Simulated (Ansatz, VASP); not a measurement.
**TiBe2H6: VASP beside Ansatz**

Contents of INCAR:

```
SYSTEM = TiBe2H6
  ALGO = Normal
  EDIFF = 1E-7
  EDIFFG = -0.01
  ENCUT = 600
  GGA = PE
  IBRION = 2
  ISIF = 3
  ISMEAR = 0
  ISPIN = 2
  LASPH = .TRUE.
  LCHARG = .FALSE.
  LMAXMIX = 4
  LORBIT = 11
  LREAL = .FALSE.
  LWAVE = .FALSE.
  MAGMOM = 1.33 0 0 0 0 0 0 0 0
  NELM = 150
  NSW = 100
  PREC = Accurate
  SIGMA = 0.1
```

File KPOINTS:

```
k-points
0
G
  10 10 10
  0 0 0
```

POSCAR

```
TiBe2H6
1.0
    0.0000000000      3.0896777869      3.0896777869
    3.0896777869      0.0000000000      3.0896777869
    3.0896777869      3.0896777869      0.0000000000
Ti Be H
1 2 6
Direct
    0.0000000000      0.0000000000      0.0000000000
    0.7500000000      0.7500000000      0.7500000000
    0.2500000000      0.2500000000      0.2500000000
    0.5000000000      0.0000000000      0.0000000000
    0.0000000000      0.5000000000      0.5000000000
    0.0000000000      0.5000000000      0.0000000000
    0.5000000000      0.0000000000      0.5000000000
    0.0000000000      0.0000000000      0.5000000000
    0.5000000000      0.5000000000      0.0000000000
```

Input for Ansatz:

```yaml
crystal:
  lattice:
    - [0.0, 3.0896777869, 3.0896777869]
    - [3.0896777869, 0.0, 3.0896777869]
    - [3.0896777869, 3.0896777869, 0.0]
  atoms:
    - { symbol: Ti, position: [0.0, 0.0, 0.0], spin: 1.33 }
    - { symbol: Be, position: [0.75, 0.75, 0.75] }
    - { symbol: Be, position: [0.25, 0.25, 0.25] }
    - { symbol: H, position: [0.5, 0.0, 0.0] }
    - { symbol: H, position: [0.0, 0.5, 0.5] }
    - { symbol: H, position: [0.0, 0.5, 0.0] }
    - { symbol: H, position: [0.5, 0.0, 0.5] }
    - { symbol: H, position: [0.0, 0.0, 0.5] }
    - { symbol: H, position: [0.5, 0.5, 0.0] }
basis:
  ecutwfc: 420
kpoints:
  mp_grid: { grid: [10, 10, 10] }
hamiltonian:
  xc: pbe
scf:
  occupations: { method: gaussian, width: 0.1 }
output:
  forces: true
  stress: true
  eigenvalues: true
  populations: true
  write_density: true
  write_potential: true
  elf: true
  volumetric_format: npy
magnetization:
  spin_polarized: true
relax:
  adjacent_minimum: "off"
  f_tol: 0.01
  max_steps: 80
  cell: { stress_tol: 0.05 }
```

Change from the starting cell: ordered vacancies on the A sites of perovskite (Fm-3m, No. 225).

Alike in both runs: task relaxation of cell and atoms; functional PBE; k mesh 10 × 10 × 10; occupations gaussian, width 0.1 eV; collinear spin.

```csv
,VASP,Ansatz
version,VASP 6.6.1,Ansatz 0.2.0
potentials or method,"VASP PAW PBE potentials, release 64 (Ti_sv, Be, H)","scalar-relativistic, plane waves, PAW"
plane-wave cutoff (eV),600,420
valence electrons in the cell,22,22
```

|  | VASP | Ansatz | Ansatz less VASP |
| --- | --- | --- | --- |
| gap on the k mesh at the Fermi level, each at its own relaxed structure (eV) | none | none | - |
| net moment per atom (μB) | 0.00 | 0.22 | +0.220 |
| size of the moment on the site where the two differ most (μB) | 0.00 | 1.22 | +1.224 |
| relaxed volume (Å³/atom) | 6.55 | 6.64 | +0.087 |
| relaxed cell length with the largest relative difference (Å) | 4.369 | 4.389 | +0.0192 |

The net moments differ so much that the two runs ended in different magnetic states, which moves the other rows too. Site moments also hang on the region over which each program counts them. A gap of «none» marks a metal or a gap that the smearing closes.

Caveats: the relaxation stopped at its first step, so nothing moved.
